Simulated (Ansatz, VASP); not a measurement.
# Hf (Hafnium) in two plane-wave programs

Aim: how closely do two programs agree when they are given the same cell, functional and k mesh? The cell is taken from a series of runs on this material, whose earlier steps may have relaxed, scaled, displaced or heated it; both programs get it as it stands.

Program: Ansatz 0.2.0. Level of theory: plane waves, with VASP 6.6.1 beside it; zone-centre phonons at LDA. Results are calculated unless marked as measured.

## Step 1: Starting point

It takes space group P6_3/mmc (No. 194, hexagonal). The conventional cell has a = 3.102 Å, b = 3.102 Å, c = 5.038 Å, α = 90.00°, β = 90.00°, γ = 120.00°. Hf has 12 Hf at 3.09 to 3.10 Å nearest.

As a file:

```xyz
2
Lattice="3.1023 0.0000 0.0000 -1.5511 2.6867 0.0000 0.0000 0.0000 5.0382" Properties=species:S:1:pos:R:3 pbc="T T T"
Hf    0.0000    1.7911    1.2596
Hf    1.5511    0.8956    3.7787
```

## Step 2: VASP: zone-centre phonons, LDA

Second derivatives magnify differences that forces hide, and they need a tight electronic threshold.

Lines of VASP's logs that name or quote its potential files are left out, and so is its time.

Contents of INCAR:

```
SYSTEM = Hf
PREC = Accurate
ENCUT = 500
EDIFF = 1E-08
NELM = 120
ISMEAR = 1
SIGMA = 0.2
LREAL = .FALSE.
ALGO = Normal
GGA = PW92
NBANDS = 16
LASPH = .TRUE.
LORBIT = 11
LWAVE = .FALSE.
LCHARG = .FALSE.
ISIF = 2
IBRION = 8
GGA_COMPAT = .FALSE.
KPAR = 2
```

Contents of POSCAR:

```
Hf
1.0
    3.1022784384      0.0000000000      0.0000000000
   -1.5511392192      2.6866519373      0.0000000000
    0.0000000000      0.0000000000      5.0382191694
Hf
2
Direct
    0.3333333358      0.6666666692      0.2500000000
    0.6666666692      0.3333333358      0.7500000000
```

Contents of KPOINTS:

```
Automatic mesh
0
Gamma
15 15 8
0 0 0
```

The projector-augmented-wave data sets are Hf_pv (LDA family, release 64).

Command:

```bash
$ mpirun -np 2 vasp_std
```

Numbers of over 12 decimals in the logs are rounded to 6 here.

Output:

```text
[banner, memory and clock lines left out]
running    2 mpi-ranks, on    1 nodes
 distrk:  each k-point on    1 cores,    2 groups
 distr:  one band on    1 cores,    1 groups

 POSCAR found type information on POSCAR Hf
 POSCAR found :  1 types and       2 ions
|                                                                             |
|               ----> ADVICE to this user running VASP <----                  |
|                                                                             |
|     You enforced a specific xc type in the INCAR file but a different       |
|     [... a line on the potential file left out ...]
|     I HOPE YOU KNOW WHAT YOU ARE DOING!                                     |
|                                                                             |

 LDA part: xc-table for (Slater(with rela. corr.)+PW92), standard interpolation
 POSCAR, INCAR and KPOINTS ok, starting setup
 FFT: planning ... GRIDC
 FFT: planning ... GRID_SOFT
 FFT: planning ... GRID
 WAVECAR not read
 entering main loop
       N       E                     dE             d eps       ncg     rms          rms(c)
DAV:   1     0.450215274977E+02    0.45022E+02   -0.11311E+04  4336   0.116E+03
DAV:   2    -0.205551144231E+02   -0.65577E+02   -0.64115E+02  5752   0.248E+02
DAV:   3    -0.220525539253E+02   -0.14974E+01   -0.14920E+01  5688   0.259E+01
DAV:   4    -0.220629482234E+02   -0.10394E-01   -0.10393E-01  5304   0.263E+00
DAV:   5    -0.220630728984E+02   -0.12468E-03   -0.12467E-03  5720   0.237E-01    0.678E+01
DAV:   6    -0.215502800397E+02    0.51279E+00   -0.44321E-01  5160   0.441E+00    0.398E+01
DAV:   7    -0.213684771331E+02    0.18180E+00   -0.70313E-01  5264   0.535E+00    0.184E+00
DAV:   8    -0.213599982223E+02    0.84789E-02   -0.42506E-02  4984   0.145E+00    0.371E-01
DAV:   9    -0.213600755957E+02   -0.77373E-04   -0.92135E-04  5872   0.221E-01    0.177E-01
DAV:  10    -0.213600717833E+02    0.38124E-05   -0.39206E-05  4976   0.457E-02    0.179E-01
DAV:  11    -0.213600694400E+02    0.23433E-05   -0.35827E-06  5928   0.123E-02    0.130E-02
DAV:  12    -0.213600693882E+02    0.51799E-07   -0.35238E-07  5032   0.411E-03    0.468E-03
DAV:  13    -0.213600693802E+02    0.80026E-08   -0.10610E-08  3808   0.781E-04
   1 F= -.21360069E+02 E0= -.21360696E+02  d E =0.187856E-02
 Linear response reoptimize wavefunctions to high precision
DAV:   1    -0.213600693803E+02   -0.10891E-09   -0.11695E-09  3560   0.283E-04
DAV:   2    -0.213600693803E+02   -0.33424E-10   -0.15276E-10  3040   0.971E-05
 Linear response DOF=           2
 Linear response progress:
  Degree of freedom:   1/  2
       N       E                     dE             d eps       ncg     rms          rms(c)
RMM:   1    -0.196893159609E+00   -0.19689E+00    0.46213E+00 18672   0.118E+01
RMM:   2    -0.201741962154E+00   -0.48488E-02   -0.37222E-02 27667   0.120E+00    0.599E-01
RMM:   3    -0.201005952668E+00    0.73601E-03   -0.42566E-03 35055   0.253E-01    0.123E-01
RMM:   4    -0.200661824722E+00    0.34413E-03   -0.47134E-04 41087   0.873E-02    0.190E-01
RMM:   5    -0.200267950805E+00    0.39387E-03   -0.69315E-05 38072   0.364E-02    0.159E-02
RMM:   6    -0.200192385273E+00    0.75566E-04   -0.58996E-05 42758   0.134E-02    0.281E-02
RMM:   7    -0.200198842807E+00   -0.64575E-05   -0.45274E-05 38100   0.577E-03    0.309E-02
RMM:   8    -0.200190957279E+00    0.78855E-05   -0.10147E-05 38602   0.200E-03    0.160E-02
RMM:   9    -0.200189147233E+00    0.18100E-05   -0.10002E-05 40771   0.102E-03    0.653E-03
RMM:  10    -0.200189292341E+00   -0.14511E-06   -0.59166E-06 42491   0.404E-04    0.151E-03
RMM:  11    -0.200188958842E+00    0.33350E-06   -0.33987E-06 40610   0.262E-04    0.677E-04
RMM:  12    -0.200188938643E+00    0.20199E-07   -0.18833E-06 41725   0.103E-04    0.915E-05
RMM:  13    -0.200188974669E+00   -0.36026E-07   -0.10626E-06 40813   0.492E-05    0.103E-04
RMM:  14    -0.200188983043E+00   -0.83732E-08   -0.51286E-07 37621   0.316E-05    0.131E-05
RMM:  15    -0.200188995737E+00   -0.12694E-07   -0.25974E-07 35332   0.241E-05    0.332E-05
RMM:  16    -0.200188997304E+00   -0.15666E-08   -0.13954E-07 28100   0.200E-05    0.988E-06
RMM:  17    -0.200189001266E+00   -0.39626E-08   -0.65646E-08 27191   0.181E-05    0.130E-06
 first order change of Fermi-energy  -0.49317E-05
 force on displaced ion       1 direction 1 :  -1.495  -0.000   0.000
 Linear response progress:
  Degree of freedom:   2/  2
       N       E                     dE             d eps       ncg     rms          rms(c)
RMM:   1    -0.242688404798E+00   -0.24269E+00    0.48628E+00  6477   0.122E+01
RMM:   2    -0.252625165372E+00   -0.99368E-02   -0.43651E-02  9519   0.124E+00    0.754E-01
RMM:   3    -0.251869576526E+00    0.75559E-03   -0.30178E-03 11005   0.276E-01    0.199E-01
RMM:   4    -0.251729926278E+00    0.13965E-03   -0.19712E-04 13198   0.931E-02    0.206E-01
RMM:   5    -0.251520399152E+00    0.20953E-03    0.19222E-05 13033   0.392E-02    0.556E-02
RMM:   6    -0.251426860032E+00    0.93539E-04    0.36527E-05 11542   0.181E-02    0.472E-02
RMM:   7    -0.251444693308E+00   -0.17833E-04   -0.22865E-05 12168   0.600E-03    0.218E-02
RMM:   8    -0.251447760822E+00   -0.30675E-05    0.22622E-05 13138   0.320E-03    0.374E-03
RMM:   9    -0.251443109761E+00    0.46511E-05    0.11272E-05 13794   0.170E-03    0.245E-03
RMM:  10    -0.251443067247E+00    0.42514E-07    0.54505E-06 12871   0.502E-04    0.459E-04
RMM:  11    -0.251443103375E+00   -0.36128E-07    0.43159E-06 13891   0.205E-04    0.213E-04
RMM:  12    -0.251443314384E+00   -0.21101E-06    0.65830E-07 13784   0.762E-05    0.694E-05
RMM:  13    -0.251443271490E+00    0.42894E-07    0.41726E-07 13776   0.432E-05    0.288E-05
RMM:  14    -0.251443260259E+00    0.11231E-07    0.30794E-07 13094   0.271E-05    0.110E-05
[...]
RMM:  20    -0.251443240052E+00    0.31805E-08    0.14702E-07  7061   0.134E-05    0.280E-07
RMM:  21    -0.251443243377E+00   -0.33249E-08    0.15209E-07  6705   0.133E-05    0.177E-07
RMM:  22    -0.251443242088E+00    0.12887E-08    0.12124E-07  6337   0.132E-05    0.169E-07
RMM:  23    -0.251443243510E+00   -0.14219E-08    0.14753E-07  6070   0.132E-05    0.110E-07
RMM:  24    -0.251443242811E+00    0.69936E-09    0.11140E-07  5857   0.132E-05    0.229E-07
RMM:  25    -0.251443243667E+00   -0.85642E-09    0.14342E-07  5649   0.132E-05    0.217E-07
RMM:  26    -0.251443243266E+00    0.40112E-09    0.10287E-07  5448   0.132E-05    0.264E-07
RMM:  27    -0.251443243569E+00   -0.30228E-09    0.17957E-07  5276   0.132E-05    0.252E-07
 first order change of Fermi-energy  -0.16530E-03
 force on displaced ion       1 direction 3 :  -0.000   0.000  -3.421
 Linear response finished
```

OUTCAR, selected parts (step 2):

```text
ion  position               nearest neighbor table
   1  0.333  0.667  0.250-   2 3.09   2 3.09   2 3.09   2 3.09   2 3.09   2 3.09
   2  0.667  0.333  0.750-   1 3.09   1 3.09   1 3.09   1 3.09   1 3.09   1 3.09

  LATTYP: Found a hexagonal cell.
 ALAT       =     3.1022784384
 C/A-ratio  =     1.6240383542

 Subroutine GETGRP returns: Found 24 space group operations
 (whereof 12 operations were pure point group operations)

The static configuration has the point symmetry D_3d.
 The point group associated with its full space group is D_6h.

 Found    135 irreducible k-points:

   k-points           NKPTS =    135   k-points in BZ     NKDIM =    135   number of bands    NBANDS=     16

   dimension x,y,z NGX =    24 NGY =   24 NGZ =   40
   dimension x,y,z NGXF=    48 NGYF=   48 NGZF=   80

   ENCUT  =  500.0 eV  36.75 Ry    6.06 a.u.   5.66  5.66  9.19*2*pi/ulx,y,z

   NELECT =      20.0000    total number of electrons

 k-points in reciprocal lattice and weights: Automatic mesh
   0.00000000  0.00000000  0.00000000       0.001
   0.06666667  0.00000000  0.00000000       0.003
   0.13333333  0.00000000  0.00000000       0.003
   0.20000000 -0.00000000  0.00000000       0.003
   0.26666667  0.00000000  0.00000000       0.003
   0.33333333 -0.00000000  0.00000000       0.003
   0.40000000  0.00000000  0.00000000       0.003
   0.46666667  0.00000000  0.00000000       0.003
   0.06666667  0.06666667  0.00000000       0.003
[...]
0.33333333  0.26666667  0.50000000       0.007
   0.33333333  0.33333333  0.50000000       0.001

 average (electrostatic) potential at core
       1 -37.0310       2 -37.0310

  Total       -0.0087807     -0.0087807     -0.8378733      0.0000000      0.0000000      0.0000000
  in kB       -0.3350195     -0.3350195    -31.9683096      0.0000000      0.0000000      0.0000000
  external PRESSURE =     -10.8794495 kB  Pullay stress =       0.0000000 kB

  energy-cutoff  :      500.00
  volume of cell :       41.99
      direct lattice vectors                 reciprocal lattice vectors
     3.102278438  0.000000000  0.000000000     0.322343729  0.186105239  0.000000000
    -1.551139219  2.686651937  0.000000000     0.000000000  0.372210477  0.000000000
     0.000000000  0.000000000  5.038219169     0.000000000  0.000000000  0.198482830

 POSITION                                       TOTAL-FORCE (eV/Angst)
 -----------------------------------------------------------------------------------
      0.00000      1.79110      1.25955         0.000000     -0.000000      0.000000
      1.55114      0.89555      3.77866        -0.000000      0.000000      0.000000
 -----------------------------------------------------------------------------------
    total drift:                               -0.000001     -0.000002      0.000000

 Eigenvectors and eigenvalues of the dynamical matrix
 ----------------------------------------------------

   1 f  =    3.060871 THz    19.232022 2PiTHz  102.099678 cm-1    12.658741 meV
             X         Y         Z           dx          dy          dz
      0.000000  1.791101  1.259555     0.000000    0.000000   -0.707107
      1.551139  0.895551  3.778664     0.000000    0.000000    0.707107

   2 f  =    2.023526 THz    12.714186 2PiTHz   67.497549 cm-1     8.368626 meV
             X         Y         Z           dx          dy          dz
      0.000000  1.791101  1.259555    -0.000000    0.707107    0.000000
      1.551139  0.895551  3.778664     0.000000   -0.707107    0.000000

   3 f  =    2.023526 THz    12.714186 2PiTHz   67.497549 cm-1     8.368626 meV
             X         Y         Z           dx          dy          dz
      0.000000  1.791101  1.259555    -0.707107   -0.000000   -0.000000
      1.551139  0.895551  3.778664     0.707107   -0.000000    0.000000

   4 f  =    0.000000 THz     0.000000 2PiTHz    0.000000 cm-1     0.000000 meV
             X         Y         Z           dx          dy          dz
      0.000000  1.791101  1.259555     0.707107    0.000000    0.000000
      1.551139  0.895551  3.778664     0.707107    0.000000    0.000000

   5 f  =    0.000000 THz     0.000000 2PiTHz    0.000000 cm-1     0.000000 meV
             X         Y         Z           dx          dy          dz
      0.000000  1.791101  1.259555    -0.000000    0.707107    0.000000
      1.551139  0.895551  3.778664     0.000000    0.707107    0.000000

   6 f  =    0.000000 THz     0.000000 2PiTHz    0.000000 cm-1     0.000000 meV
             X         Y         Z           dx          dy          dz
      0.000000  1.791101  1.259555     0.000000   -0.000000    0.707107
      1.551139  0.895551  3.778664     0.000000    0.000000    0.707107

 ELASTIC MODULI CONTR FROM IONIC RELAXATION (kBar)
 Direction    XX          YY          ZZ          XY          YZ          ZX
 --------------------------------------------------------------------------------
 XX        -134.4680    134.4680     -0.0000     -0.0000      0.0000      0.0000
 YY         134.4680   -134.4680      0.0000      0.0000      0.0000      0.0000
 ZZ          -0.0000      0.0000     -0.0000     -0.0000      0.0000      0.0000
 XY          -0.0000      0.0000     -0.0000   -134.4680      0.0000      0.0000
 YZ           0.0000      0.0000      0.0000      0.0000      0.0000      0.0000
 ZX           0.0000      0.0000      0.0000      0.0000      0.0000      0.0000
 --------------------------------------------------------------------------------
```

[end of part 1 of 2]

[Lines on the potential files, build, host, timing and source positions are cut from VASP's logs without a mark.]

[Logs are printed without paths, hosts, clocks, repeated set-up lines and the standing remarks that a program may print on its own settings, such as how far it seeks lower states.]

[Hosts, paths, dates, database ids (printed as entryN), source tags and the programs' standing remarks are cut or masked in the printed files.]
